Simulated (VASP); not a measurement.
Level of theory: PBEsol GGA, VASP's PBE PAW potentials (set 64) (plane waves; VASP).

A VASP calculation is set up with these files.

**INCAR**
```
LCHARG = .FALSE.
LREAL = .FALSE.
LWAVE = .FALSE.
ICHARG = 11
LORBIT = 11   # lm-projected
NELM = 100   # most electronic steps
PREC = Accurate
SYSTEM = GaAs
LASPH = .TRUE.   # aspherical one-centre terms
GGA = PS
EDIFF = 1E-7   # SCF stop (eV)
LMAXMIX = 4
ISMEAR = 0   # Gaussian
ENCUT = 520   # plane-wave cut-off (eV)
ALGO = Normal
SIGMA = 0.05   # width (eV)
```

### POSCAR
```
GaAs
1
    0.0000000000     2.8313313848     2.8313313848
    2.8313313848     0.0000000000     2.8313313848
    2.8313313848     2.8313313848     0.0000000000
Ga As
1 1
Direct
  0.0000000000   0.0000000000   0.0000000000
  0.2500000000   0.2500000000   0.2500000000
```

File KPOINTS:
```
k-points along high-symmetry lines
15
Line-mode
Reciprocal
  0.000000   0.000000   0.000000 ! GAMMA
 -0.500000  -0.500000   0.000000 ! X

 -0.500000  -0.500000   0.000000 ! X
 -0.375000  -0.375000   0.250000 ! U

 -0.375000   0.000000   0.375000 ! K
  0.000000   0.000000   0.000000 ! GAMMA

  0.000000   0.000000   0.000000 ! GAMMA
  0.000000   0.000000   0.500000 ! L

  0.000000   0.000000   0.500000 ! L
 -0.500000  -0.250000   0.250000 ! W

 -0.500000  -0.250000   0.250000 ! W
 -0.500000  -0.500000   0.000000 ! X
```

POTCAR, in this order: Ga_d As (PBE.64 set). Program: vasp_std. Read from the step before: CHGCAR.

The resulting files:

File OSZICAR:
```
       N       E                     dE             d eps       ncg     rms          rms(c)
DAV:   1     0.807888007182E+02    0.80789E+02   -0.93748E+03  2340   0.191E+03
DAV:   2    -0.113685479396E+01   -0.81926E+02   -0.78752E+02  2525   0.327E+02
DAV:   3    -0.740302614147E+01   -0.62662E+01   -0.61355E+01  2925   0.741E+01
DAV:   4    -0.751074274086E+01   -0.10772E+00   -0.10762E+00  2720   0.107E+01
DAV:   5    -0.751260513322E+01   -0.18624E-02   -0.18622E-02  2803   0.124E+00
DAV:   6    -0.751268445909E+01   -0.79326E-04   -0.79325E-04  3292   0.222E-01
DAV:   7    -0.751268513739E+01   -0.67830E-06   -0.67868E-06  2932   0.171E-02
DAV:   8    -0.751268515486E+01   -0.17471E-07   -0.17324E-07  2116   0.234E-03
   1 F= -.75126852E+01 E0= -.75126852E+01  d E =-.691762E-10
```

**OUTCAR**
```
 val. band max:        3.7601844090   @ k =   0.0000   0.0000   0.0000

 cond. band min:       4.1806246718   @ k =   0.0000   0.0000   0.0000



 k-point     1 :       0.0000    0.0000    0.0000
  band No.  band energies     occupation
      1     -11.0061      2.00000
      2     -11.0061      2.00000
      3     -11.0061      2.00000
      4     -10.9272      2.00000
      5     -10.9272      2.00000
      6      -8.9580      2.00000
      7       3.7602      2.00000
      8       3.7602      2.00000
      9       3.7602      2.00000
     10       4.1806      0.00000
     11       7.4492      0.00000
     12       7.4492      0.00000
     13       7.4492      0.00000

 k-point     2 :      -0.0357   -0.0357    0.0000
  band No.  band energies     occupation
      1     -11.0080      2.00000
      2     -11.0055      2.00000
      3     -11.0055      2.00000
      4     -10.9274      2.00000
      5     -10.9270      2.00000
      6      -8.9379      2.00000
      7       3.2947      2.00000
      8       3.6919      2.00000
      9       3.6919      2.00000
     10       4.6431      0.00000
     11       7.3704      0.00000
     12       7.5421      0.00000
     13       7.5421      0.00000

 k-point     3 :      -0.0714   -0.0714    0.0000
  band No.  band energies     occupation
      1     -11.0136      2.00000
      2     -11.0038      2.00000
      3     -11.0038      2.00000
      4     -10.9281      2.00000
      5     -10.9265      2.00000
      6      -8.8777      2.00000
      7       2.6730      2.00000
      8       3.5065      2.00000
      9       3.5065      2.00000
     10       5.2492      0.00000
     11       7.1654      0.00000
     12       7.8011      0.00000
     13       7.8012      0.00000

 k-point     4 :      -0.1071   -0.1071    0.0000
  band No.  band energies     occupation
      1     -11.0221      2.00000
      2     -11.0010      2.00000
      3     -11.0010      2.00000
      4     -10.9293      2.00000
...
```

The density is held fixed in this step, so its total energy and stress have no physical meaning.

The compound is GaAs in the zinc blende structure. It was relaxed first.
